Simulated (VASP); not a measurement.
All values below come from PBE GGA, VASP's PBE PAW potentials (set 64) (plane waves; VASP).

Input for VASP

### KPOINTS
```
Automatic
0
G
 8 8 8
0 0 0
```

### INCAR
```
! general
SYSTEM  = Ba
PREC    = Accurate
ENCUT   = 300
LREAL   = F   ! projection in real space or not
LASPH   = T   ! aspherical one-centre terms

! electronic loop
EDIFF   = 1E-6
NELM    = 100
ALGO    = Normal
LMAXMIX = 4   ! l cut-off of mixed one-centre charges

! smearing
ISMEAR  = -1
SIGMA   = 0.136   ! width (eV)

! functional
GGA     = PE   ! PBE

! ions
ISIF    = 2

! output
LWAVE   = F
LCHARG  = F
```

**POSCAR**
```
Ba
1
   -2.5100000000     2.5100000000     2.5100000000
    2.5100000000    -2.5100000000     2.5100000000
    2.5100000000     2.5100000000    -2.5100000000
Ba
1
Direct
  0.0000000000   0.0000000000   0.0000000000
```

**KPOINTS_OPT**
```
k-points along high-symmetry lines
10
Line-mode
Reciprocal
  0.000000   0.000000   0.000000 ! GAMMA
  0.500000  -0.500000   0.500000 ! H

  0.500000  -0.500000   0.500000 ! H
  0.000000   0.000000   0.500000 ! N

  0.000000   0.000000   0.500000 ! N
  0.000000   0.000000   0.000000 ! GAMMA

  0.000000   0.000000   0.000000 ! GAMMA
  0.250000   0.250000   0.250000 ! P

  0.250000   0.250000   0.250000 ! P
  0.500000  -0.500000   0.500000 ! H

  0.250000   0.250000   0.250000 ! P
  0.000000   0.000000   0.500000 ! N
```

POTCAR, in this order: Ba_sv (PBE.64 set). Program: vasp_std.

Unless said otherwise, spin-orbit coupling is left out, though it shifts the bands of the heavy elements here.

Estimate the energy per atom (σ→0), band gap (over mesh and band path).

| Quantity | Value |
|---|---|
| energy per atom (σ→0) | -1.906 eV/atom |
| band gap (over mesh and band path) | none (metal, semimetal or under 0.01 eV) |

OSZICAR:
```
...
DAV:   8    -0.194946511447E+01   -0.15839E-03   -0.30873E-04   823   0.120E-01    0.302E-02
DAV:   9    -0.194947567629E+01   -0.10562E-04   -0.68971E-06   677   0.252E-02    0.709E-03
DAV:  10    -0.194947738149E+01   -0.17052E-05   -0.54372E-06   678   0.166E-02    0.127E-03
DAV:  11    -0.194947691937E+01    0.46212E-06   -0.27083E-07   363   0.493E-03
   1 F= -.19494769E+01 E0= -.19060407E+01  d E =-.868725E-01
       N       E                     dE             ncg
       N       E                     dE             ncg
       N       E                     dE             ncg
```

The structure is a typed Ba crystal. The cell was not relaxed at this level.
